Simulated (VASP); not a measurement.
# Quasiparticle energies of NaCl in VASP, part 4 of 5

How does the gap of NaCl change from the starting functional to GW? The cell is of the rock-salt type, one of the forms listed for this formula, which need not be the common one. The start is a cell from a database of measured crystal structures.

VASP 6.6.1, plane waves and PAW; the level of theory is named at each step.

So far, quasiparticle gap on the mesh (eV): step 4 (evGW0, evGW0 on PBE) 8.62; step 5 (evGW, evGW on PBE) 9.34. Also gap on the k-mesh (eV): step 3 (empty bands, functional PBE) 5.15.

The database entry behind the starting cell differs from later determinations by our own check (an axis about 0.4 % short against later determinations), so it need not match the best structure at ambient conditions.

**6. QPGW0**

This step: QPGW0 on PBE; plane waves and PAW (Cl_GW, Na_sv_GW) (VASP 6.6.1).

Here the orbitals are updated too, by diagonalising a Hermitian self-energy in the bands up to NBANDSGW.

File INCAR:

```
SYSTEM = NaCl
PREC = Accurate
ENCUT = 400
ISMEAR = 0
SIGMA = 0.01
LREAL = .FALSE.
GGA = PE
NBANDS = 288
ALGO = QPGW0
NELMGW = 4
ENCUTGW = 200
NOMEGA = 64
PRECFOCK = Fast
NBANDSGW = 24
LWAVE = .FALSE.
LCHARG = .FALSE.
```

File POSCAR:

```
NaCl
1.0
    0.0000000000      2.8100000000      2.8100000000
    2.8100000000      0.0000000000      2.8100000000
    2.8100000000      2.8100000000      0.0000000000
Cl Na
1 1
Direct
    0.5000000000      0.5000000000      0.5000000000
    0.0000000000      0.0000000000      0.0000000000
```

File KPOINTS:

```
Automatic mesh
0
Gamma
4 4 4
0 0 0
```

Potentials, in the order of the species: Cl_GW and Na_sv_GW (PBE family, release 64).

The run is started by

```sh
mpirun -np 8 vasp_std
```

The program printed:

```text
[banner, memory and clock lines left out]
running    8 mpi-ranks, on    1 nodes
 distrk:  each k-point on    8 cores,    1 groups
 distr:  one band on    1 cores,    8 groups

 POSCAR found type information on POSCAR ClNa
 POSCAR found :  2 types and       2 ions
 [... a notice as in an earlier step ...]

 [... a notice as in an earlier step ...]

 LDA part: xc-table for (Slater+PW92), standard interpolation
 found WAVECAR, reading the header
 POSCAR, INCAR and KPOINTS ok, starting setup
 FFT: planning ... GRIDC
 FFT: planning ... GRID_SOFT
 FFT: planning ... GRID
 reading WAVECAR
 the WAVECAR file was read successfully
 initial charge from wavefunction
 available memory per node:     71.10 GB, setting MAXMEM to     72806

 The Fermi energy was updated, please check that it is located mid-gap
 values below the HOMO (VB) or above the LUMO (CB) will cause erroneous energies
 E-fermi :   1.7043

 calculate exact exchange contribution
 the WAVEDER file was read successfully
energies w=
    0.000    0.000    1.242    0.000    2.481    0.000    3.714    0.000
    4.940    0.000    6.156    0.000    7.361    0.000    8.552    0.000
    9.729    0.000   10.891    0.000   12.037    0.000   13.167    0.000
   14.283    0.000   15.384    0.000   16.471    0.000   17.545    0.000
   18.608    0.000   19.661    0.000   20.705    0.000   21.743    0.000
   22.776    0.000   23.806    0.000   24.835    0.000   25.865    0.000
   26.900    0.000   27.940    0.000   28.989    0.000   30.050    0.000
   31.125    0.000   32.217    0.000   33.331    0.000   34.469    0.000
   35.636    0.000   36.836    0.000   38.074    0.000   39.355    0.000
   40.685    0.000   42.071    0.000   43.521    0.000   45.042    0.000
   46.646    0.000   48.344    0.000   50.148    0.000   52.074    0.000
   54.139    0.000   56.366    0.000   58.779    0.000   61.409    0.000
   64.292    0.000   67.474    0.000   71.009    0.000   74.968    0.000
   79.436    0.000   84.528    0.000   90.389    0.000   97.215    0.000
  105.268    0.000  114.918    0.000  126.691    0.000  141.371    0.000
  160.175    0.000  185.101    0.000  219.675    0.000  270.757    0.000
 responsefunction array rank=     296
 LDA part: xc-table for (Slater+PW92), standard interpolation

 min. memory requirement per mpi rank    300.4 MB, per node   2403.1 MB

 allocating   8 responsefunctions rank=   296
 shmem allocating  64 responsefunctions rank=   296
 response function shared by NCSHMEM nodes    1
 Doing            8  frequencies on each core in blocks of           64
NQ=   1    0.0000    0.0000    0.0000,
|.........|.........|.........|.........|.........|.........|.........|.........
 performed        397000 updates of chi_q(r,r)
 total number of BLAS operations        254.56 Gflops
NQ=   2    0.2500    0.0000    0.0000,
|.........|.........|.........|.........|.........|.........|.........|.........
 performed       1291000 updates of chi_q(r,r)
 total number of BLAS operations        852.56 Gflops
NQ=   3    0.5000    0.0000    0.0000,
|.........|.........|.........|.........|.........|.........|.........|.........
 performed       1937000 updates of chi_q(r,r)
 total number of BLAS operations       1234.99 Gflops
NQ=   4    0.2500    0.2500    0.0000,
|.........|.........|.........|.........|.........|.........|.........|.........
 performed       2735000 updates of chi_q(r,r)
 total number of BLAS operations       1772.03 Gflops
NQ=   5    0.5000    0.2500    0.0000,
|.........|.........|.........|.........|.........|.........|.........|.........
 performed       3851000 updates of chi_q(r,r)
 total number of BLAS operations       2487.16 Gflops
NQ=   6   -0.2500    0.2500    0.0000,
|.........|.........|.........|.........|.........|.........|.........|.........
 performed       4828000 updates of chi_q(r,r)
 total number of BLAS operations       3113.73 Gflops
NQ=   7    0.5000    0.5000    0.0000,
|.........|.........|.........|.........|.........|.........|.........|.........
 performed       5418000 updates of chi_q(r,r)
 total number of BLAS operations       3500.36 Gflops
NQ=   8   -0.2500    0.5000    0.2500,
|.........|.........|.........|.........|.........|.........|.........|.........
 performed       6230000 updates of chi_q(r,r)
 total number of BLAS operations       4009.67 Gflops
 resolving degeneracies of screened two electron integrals

 calculate QP shifts <psi_nk| G(iteration)W_0 |psi_nk>: iteration 1

 QP shifts <psi_nk| G(iteration)W_0 |psi_nk>: iteration 1
 NQ=           1  operations          48
 NQ=           2  operations           6
 NQ=           3  operations          12
 NQ=           4  operations           8
 NQ=           5  operations           2
 NQ=           6  operations           4
 NQ=           7  operations          16
 NQ=           8  operations           8
 allocating   8 responsefunctions rank=   296
 shmem allocating  64 responsefunctions rank=   296
 response function shared by NCSHMEM nodes    1
 Doing            8  frequencies on each core in blocks of           64
NQ=   1    0.0000    0.0000    0.0000,
|.........|.........|.........|.........|.........|.........|.........|.........
 performed        397000 updates of chi_q(r,r)
 total number of BLAS operations        254.56 Gflops
NQ=   2    0.2500    0.0000    0.0000,
|.........|.........|.........|.........|.........|.........|.........|.........
 performed       1291000 updates of chi_q(r,r)
 total number of BLAS operations        852.56 Gflops
NQ=   3    0.5000    0.0000    0.0000,
|.........|.........|.........|.........|.........|.........|.........|.........
 performed       1937000 updates of chi_q(r,r)
 total number of BLAS operations       1234.99 Gflops
NQ=   4    0.2500    0.2500    0.0000,
|.........|.........|.........|.........|.........|.........|.........|.........
 performed       2735000 updates of chi_q(r,r)
 total number of BLAS operations       1772.03 Gflops
NQ=   5    0.5000    0.2500    0.0000,
|.........|.........|.........|.........|.........|.........|.........|.........
 performed       3851000 updates of chi_q(r,r)
 total number of BLAS operations       2487.16 Gflops
NQ=   6   -0.2500    0.2500    0.0000,
|.........|.........|.........|.........|.........|.........|.........|.........
 performed       4828000 updates of chi_q(r,r)
 total number of BLAS operations       3113.73 Gflops
NQ=   7    0.5000    0.5000    0.0000,
|.........|.........|.........|.........|.........|.........|.........|.........
 performed       5418000 updates of chi_q(r,r)
 total number of BLAS operations       3500.36 Gflops
NQ=   8   -0.2500    0.5000    0.2500,
|.........|.........|.........|.........|.........|.........|.........|.........
 performed       6230000 updates of chi_q(r,r)
 total number of BLAS operations       4009.67 Gflops
 resolving degeneracies of screened two electron integrals

 QP shifts <psi_nk| G(iteration)W_0 |psi_nk>: iteration 2
 NQ=           1  operations          48
 NQ=           2  operations           6
 NQ=           3  operations          12
 NQ=           4  operations           8
 NQ=           5  operations           2
 NQ=           6  operations           4
 NQ=           7  operations          16
 NQ=           8  operations           8
 allocating   8 responsefunctions rank=   296
 shmem allocating  64 responsefunctions rank=   296
 response function shared by NCSHMEM nodes    1
 Doing            8  frequencies on each core in blocks of           64
NQ=   1    0.0000    0.0000    0.0000,
|.........|.........|.........|.........|.........|.........|.........|.........
 performed        397000 updates of chi_q(r,r)
 total number of BLAS operations        254.56 Gflops
NQ=   2    0.2500    0.0000    0.0000,
|.........|.........|.........|.........|.........|.........|.........|.........
 performed       1291000 updates of chi_q(r,r)
 total number of BLAS operations        852.56 Gflops
NQ=   3    0.5000    0.0000    0.0000,
|.........|.........|.........|.........|.........|.........|.........|.........
 performed       1937000 updates of chi_q(r,r)
 total number of BLAS operations       1234.99 Gflops
NQ=   4    0.2500    0.2500    0.0000,
|.........|.........|.........|.........|.........|.........|.........|.........
 performed       2735000 updates of chi_q(r,r)
 total number of BLAS operations       1772.03 Gflops
NQ=   5    0.5000    0.2500    0.0000,
|.........|.........|.........|.........|.........|.........|.........|.........
 performed       3851000 updates of chi_q(r,r)
 total number of BLAS operations       2487.16 Gflops
NQ=   6   -0.2500    0.2500    0.0000,
|.........|.........|.........|.........|.........|.........|.........|.........
 performed       4828000 updates of chi_q(r,r)
 total number of BLAS operations       3113.73 Gflops
NQ=   7    0.5000    0.5000    0.0000,
|.........|.........|.........|.........|.........|.........|.........|.........
 performed       5418000 updates of chi_q(r,r)
 total number of BLAS operations       3500.36 Gflops
NQ=   8   -0.2500    0.5000    0.2500,
|.........|.........|.........|.........|.........|.........|.........|.........
 performed       6230000 updates of chi_q(r,r)
 total number of BLAS operations       4009.67 Gflops
 resolving degeneracies of screened two electron integrals

 QP shifts <psi_nk| G(iteration)W_0 |psi_nk>: iteration 3
 NQ=           1  operations          48
 NQ=           2  operations           6
 NQ=           3  operations          12
 NQ=           4  operations           8
 NQ=           5  operations           2
 NQ=           6  operations           4
 NQ=           7  operations          16
 NQ=           8  operations           8
 allocating   8 responsefunctions rank=   296
 shmem allocating  64 responsefunctions rank=   296
 response function shared by NCSHMEM nodes    1
 Doing            8  frequencies on each core in blocks of           64
NQ=   1    0.0000    0.0000    0.0000,
|.........|.........|.........|.........|.........|.........|.........|.........
 performed        397000 updates of chi_q(r,r)
 total number of BLAS operations        254.56 Gflops
NQ=   2    0.2500    0.0000    0.0000,
|.........|.........|.........|.........|.........|.........|.........|.........
 performed       1291000 updates of chi_q(r,r)
 total number of BLAS operations        852.56 Gflops
NQ=   3    0.5000    0.0000    0.0000,
|.........|.........|.........|.........|.........|.........|.........|.........
 performed       1937000 updates of chi_q(r,r)
 total number of BLAS operations       1234.99 Gflops
NQ=   4    0.2500    0.2500    0.0000,
|.........|.........|.........|.........|.........|.........|.........|.........
 performed       2735000 updates of chi_q(r,r)
 total number of BLAS operations       1772.03 Gflops
NQ=   5    0.5000    0.2500    0.0000,
|.........|.........|.........|.........|.........|.........|.........|.........
 performed       3851000 updates of chi_q(r,r)
 total number of BLAS operations       2487.16 Gflops
NQ=   6   -0.2500    0.2500    0.0000,
|.........|.........|.........|.........|.........|.........|.........|.........
 performed       4828000 updates of chi_q(r,r)
 total number of BLAS operations       3113.73 Gflops
NQ=   7    0.5000    0.5000    0.0000,
|.........|.........|.........|.........|.........|.........|.........|.........
 performed       5418000 updates of chi_q(r,r)
 total number of BLAS operations       3500.36 Gflops
NQ=   8   -0.2500    0.5000    0.2500,
|.........|.........|.........|.........|.........|.........|.........|.........
 performed       6230000 updates of chi_q(r,r)
 total number of BLAS operations       4009.67 Gflops
 resolving degeneracies of screened two electron integrals

 QP shifts <psi_nk| G(iteration)W_0 |psi_nk>: iteration 4
 NQ=           1  operations          48
 NQ=           2  operations           6
 NQ=           3  operations          12
 NQ=           4  operations           8
 NQ=           5  operations           2
 NQ=           6  operations           4
 NQ=           7  operations          16
 NQ=           8  operations           8
 entering main loop
```

Wall time 3.6 min (8 MPI ranks of Intel Xeon 6975P-C (Granite Rapids), shared host); peak memory 3.3 GiB; 25 min of CPU time.

OUTCAR, selected parts (step 6):

```text
   NELECT =      16.0000    total number of electrons

 E-fermi :   1.7043

 QP shifts <psi_nk| G(iteration)W_0 |psi_nk>: iteration 1
 k-point   1 :       0.0000    0.0000    0.0000
  band No. DFT-energies  QP-energies  QP-e(diag)   sigma(DFT)    Z            occupation
    ...
      5     -13.5558     -15.2165     -15.1962     -15.8632       0.7109       2.0000
      6      -0.8730      -2.9882      -2.9873      -3.5362       0.7939       2.0000
      7      -0.8730      -2.9882      -2.9873      -3.5362       0.7939       2.0000
      8      -0.8730      -2.9882      -2.9873      -3.5362       0.7939       2.0000
      9       4.2815       5.1162       5.1244       5.2720       0.8509       0.0000
     10      10.1751      11.2879      11.3277      11.5508       0.8378       0.0000
     11      10.1751      11.2879      11.3277      11.5508       0.8378       0.0000
     12      10.1751      11.2879      11.3277      11.5508       0.8378       0.0000
    ...

     23      26.7375      26.7375      26.7375      26.7375       1.0000       0.0000
     24      26.7375      26.7375      26.7375      26.7375       1.0000       0.0000

 k-point   2 :       0.2500    0.0000    0.0000
  band No. DFT-energies  QP-energies  QP-e(diag)   sigma(DFT)    Z            occupation
    ...
      5     -13.3884     -15.0336     -15.0161     -15.6767       0.7113       2.0000
      6      -1.9850      -4.2189      -4.2087      -4.7974       0.7907       2.0000
      7      -1.0117      -3.1676      -3.1526      -3.7072       0.7943       2.0000
      8      -1.0117      -3.1676      -3.1526      -3.7072       0.7943       2.0000
      9       5.7544       6.6462       6.6552       6.8249       0.8415       0.0000
     10       9.1314      10.1202      10.1491      10.3535       0.8328       0.0000
     11      10.4585      11.6706      11.7047      11.9535       0.8336       0.0000
     12      10.4585      11.6706      11.7047      11.9535       0.8336       0.0000
    ...

     24      25.5034      25.5034      25.5034      25.5034       1.0000       0.0000

 QP shifts <psi_nk| G(iteration)W_0 |psi_nk>: iteration 2
 k-point   1 :       0.0000    0.0000    0.0000
  band No. DFT-energies  QP-energies  QP-e(diag)   sigma(DFT)    Z            occupation
    ...
      5     -15.2165     -15.7445     -15.7355     -15.9497       0.7078       2.0000
      6      -2.9882      -3.3501      -3.3501      -3.4423       0.7968       2.0000
      7      -2.9882      -3.3501      -3.3501      -3.4423       0.7968       2.0000
      8      -2.9882      -3.3501      -3.3501      -3.4423       0.7968       2.0000
      9       5.1162       5.2195       5.2102       5.2263       0.8531       0.0000
     10      11.2879      11.4019      11.4041      11.4261       0.8412       0.0000
     11      11.2879      11.4019      11.4041      11.4261       0.8412       0.0000
     12      11.2879      11.4019      11.4041      11.4261       0.8412       0.0000
    ...

 QP shifts <psi_nk| G(iteration)W_0 |psi_nk>: iteration 3
 k-point   1 :       0.0000    0.0000    0.0000
  band No. DFT-energies  QP-energies  QP-e(diag)   sigma(DFT)    Z            occupation
    ...
      5     -15.7445     -15.9205     -15.9126     -15.9811       0.7102       2.0000
      6      -3.3501      -3.4596      -3.4597      -3.4873       0.7989       2.0000
      7      -3.3501      -3.4596      -3.4597      -3.4873       0.7989       2.0000
      8      -3.3501      -3.4596      -3.4597      -3.4873       0.7989       2.0000
      9       5.2195       5.2366       5.2253       5.2263       0.8529       0.0000
     10      11.4019      11.4140      11.4150      11.4175       0.8413       0.0000
     11      11.4019      11.4140      11.4150      11.4175       0.8413       0.0000
     12      11.4019      11.4140      11.4150      11.4175       0.8413       0.0000
    ...

     24      27.5548      27.5548      27.5548      27.5548       1.0000       0.0000

 QP shifts <psi_nk| G(iteration)W_0 |psi_nk>: iteration 4
 k-point   1 :       0.0000    0.0000    0.0000
  band No. DFT-energies  QP-energies  QP-e(diag)   sigma(DFT)    Z            occupation
    ...
      5     -15.9205     -15.9844     -15.9764     -15.9991       0.7110       2.0000
      6      -3.4596      -3.5051      -3.5051      -3.5166       0.7996       2.0000
      7      -3.4596      -3.5051      -3.5051      -3.5166       0.7996       2.0000
      8      -3.4596      -3.5051      -3.5051      -3.5166       0.7996       2.0000
      9       5.2366       5.2430       5.2317       5.2308       0.8528       0.0000
     10      11.4140      11.4176      11.4186      11.4195       0.8414       0.0000
     11      11.4140      11.4176      11.4186      11.4195       0.8414       0.0000
     12      11.4140      11.4176      11.4186      11.4195       0.8414       0.0000
    ...

[... 16 parts as in an earlier step ...]

[... 29 further parts left out ...]
```

Numbers from this step:

- quasiparticle gap on the mesh: 8.748 eV
- smallest direct quasiparticle gap on the mesh: 8.748 eV

QP gap by iteration, by row:

| iteration | gap (eV) | direct gap (eV) |
| --- | --- | --- |
| 1 | 8.104 | 8.104 |
| 2 | 8.57 | 8.57 |
| 3 | 8.696 | 8.696 |
| 4 | 8.748 | 8.748 |

GW takes the gap from 5.155 to 8.748 eV. That is +125 meV against evGW0 on PBE. The last pass still moved it by +52 meV. The value holds for 288 bands, ENCUTGW = 200 eV and this mesh, and isn't shown to be converged in them.

**7. Orbitals for another starting point**

This step: PBE; plane waves and PAW (Cl_GW, Na_sv_GW) (VASP 6.6.1).

A hybrid converges faster from good orbitals, so a cheap PBE run writes WAVECAR first.

File INCAR:

```
SYSTEM = NaCl
PREC = Accurate
ENCUT = 400
EDIFF = 1E-05
NELM = 100
ISMEAR = 0
SIGMA = 0.01
LREAL = .FALSE.
ALGO = Normal
GGA = PE
NBANDS = 14
LORBIT = 11
LWAVE = .TRUE.
LCHARG = .FALSE.
KPAR = 8
```

POSCAR is that of step 6.

KPOINTS is that of step 6.

The run is started by

```sh
mpirun -np 8 vasp_std
```

The program printed:

```text
[banner, memory and clock lines left out]
running    8 mpi-ranks, on    1 nodes
 distrk:  each k-point on    1 cores,    8 groups
 distr:  one band on    1 cores,    1 groups

 POSCAR found type information on POSCAR ClNa
 POSCAR found :  2 types and       2 ions
 [... a notice as in an earlier step ...]

 LDA part: xc-table for (Slater+PW92), standard interpolation
 POSCAR, INCAR and KPOINTS ok, starting setup
 FFT: planning ... GRIDC
 FFT: planning ... GRID_SOFT
 FFT: planning ... GRID
 WAVECAR not read
 entering main loop
       N       E                     dE             d eps       ncg     rms          rms(c)
[... 10 cycles as in an earlier step ...]
DAV:  11    -0.884816379790E+01   -0.15874E-05   -0.25066E-06   208   0.135E-02
   1 F= -.88481638E+01 E0= -.88481638E+01  d E =-.245248E-19
 writing wavefunctions
```

Wall time 1.8 s (8 MPI ranks); peak memory 1.2 GiB; 8.2 s of CPU time.

From OUTCAR (step 7):

```text
   NELECT =      16.0000    total number of electrons

 E-fermi :  -0.8125

 k-point     1 :       0.0000    0.0000    0.0000
  band No.  band energies     occupation
    ...
      4     -21.6737      2.00000
      5     -13.5561      2.00000
      6      -0.8733      2.00000
      7      -0.8733      2.00000
      8      -0.8733      2.00000
      9       4.2811      0.00000
     10      10.1750      0.00000
     11      10.1750      0.00000
     12      10.1750      0.00000
     13      12.2617      0.00000
    ...

  Total        0.0214214      0.0214214      0.0214214      0.0000000      0.0000000      0.0000000
  in kB        0.7734112      0.7734112      0.7734112      0.0000000      0.0000000      0.0000000
  external PRESSURE =       0.7734112 kB  Pullay stress =       0.0000000 kB

 POSITION                                       TOTAL-FORCE (eV/Angst)
 -----------------------------------------------------------------------------------
      2.81000      2.81000      2.81000         0.000000     -0.000000     -0.000000
      0.00000      0.00000      0.00000         0.000000      0.000000      0.000000
 -----------------------------------------------------------------------------------
    total drift:                                0.000000      0.000000      0.000000

  FREE ENERGIE OF THE ION-ELECTRON SYSTEM (eV)
  ---------------------------------------------------
  free  energy   TOTEN  =        -8.8481637979 eV

  energy  without entropy=       -8.8481637979  energy(sigma->0) =       -8.84816380

[... 9 parts as in an earlier step ...]

[... 8 further parts left out ...]
```

Numbers from this step:

| Item | Value |
| --- | --- |
| Fermi energy | -0.8125 eV |
| pressure | 0.07734 GPa |
| gap on the k-mesh | 5.154 eV |
| least direct gap on the k-mesh | 5.154 eV |

The run ends at a pressure of 0.08 GPa.

(Part 4 of 5 ends here.)

[Lines on the potential files, build, host, timing and source positions are cut from VASP's logs without a mark.]

[Logs are printed without paths, hosts, clocks, repeated set-up lines and the standing remarks that a program may print on its own settings, such as how far it seeks lower states.]

[Hosts, paths, dates, database ids (printed as entryN), source tags and the programs' standing remarks are cut or masked in the printed files.]

[Pressures printed for these runs are not shown converged in the cutoff: they can be off by several GPa and have the wrong sign.]

[In band tables of VASP the shares of atoms and orbitals are scaled to a sum of 1 inside the atoms' spheres.]
